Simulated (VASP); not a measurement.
Given:

```
CdI2
1.0
    2.11100     1.21879     6.86663
   -2.11100     1.21879     6.86663
    0.00000    -2.43758     6.86663
Cd I
1 2
Cartesian
  0.00000  -2.43758   6.86663
  0.00000   0.00000   5.16434
  0.00000   0.00000  15.43554
```

Computed with PBEsol GGA, VASP's PBE PAW potentials (set 64) (plane waves; VASP). Settings: 400 eV cut-off, 7×7×7 Γ-centred mesh, tetrahedra with Blöchl corrections, potentials Cd I.

Problem. What does the run give for the energy per atom (σ→0)?

Solution. 
- energy per atom (σ→0) = -2.124 eV/atom

The structure was generated: CdI2 was put into the CdCl2 type (R-3m), which need not be its known phase. It was relaxed first.
